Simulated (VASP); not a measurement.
A convergence study with VASP on GaSb (zinc blende): one setting is varied, all else stays as given below, so the limit is that of these other settings.

```xyz
2
Lattice="0.0000 3.0500 3.0500 3.0500 0.0000 3.0500 3.0500 3.0500 0.0000" Properties=species:S:1:pos:R:3 pbc="T T T"
Ga     0.0000     0.0000     0.0000
Sb     1.5250     1.5250     1.5250
```

The numbers are results of LDA (Ceperley-Alder, Perdew-Zunger), VASP's LDA PAW potentials (set 64) (plane waves; VASP), not measurements. The tightest run used: 550 eV cut-off, 12×12×12 Monkhorst-Pack mesh, Gaussian smearing of 0.050 eV, potentials Ga_d Sb.

**Question.** The settings run are 1×1×1 mesh; 2×2×2 mesh; 3×3×3 mesh; 4×4×4 mesh; 5×5×5 mesh; 6×6×6 mesh; 7×7×7 mesh; 8×8×8 mesh; 9×9×9 mesh; 10×10×10 mesh; 11×11×11 mesh; 12×12×12 mesh. From which on does the stress (every component) stay within 0.1 GPa of the tightest run?

**Answer.** From 6×6×6 mesh on: it is off by 0.01 there and by no more than 0.1 in any finer run, while 5×5×5 mesh is off by 0.28.
```tsv
setting	E (eV/atom)	pressure (GPa)	irreducible k-points	difference judged (GPa)
1×1×1 mesh	4.2823	72.45	1	73.60
2×2×2 mesh	-4.2422	-0.97	2	0.19
3×3×3 mesh	-4.0199	1.19	4	2.35
4×4×4 mesh	-4.3320	-1.18	10	0.03
5×5×5 mesh	-4.2952	-0.88	10	0.28
6×6×6 mesh	-4.3349	-1.17	28	0.01
7×7×7 mesh	-4.3270	-1.11	20	0.05
8×8×8 mesh	-4.3352	-1.16	60	0.00
9×9×9 mesh	-4.3330	-1.14	35	0.02
10×10×10 mesh	-4.3352	-1.16	110	0.00
11×11×11 mesh	-4.3345	-1.15	56	0.01
12×12×12 mesh	-4.3352	-1.16	182	0.00
```

Left out are rungs that failed or repeat a setting and relaxations that didn't move; long series are thinned to 24 rows.

The compound is GaSb in the zinc blende structure. The cell was not relaxed at this level.
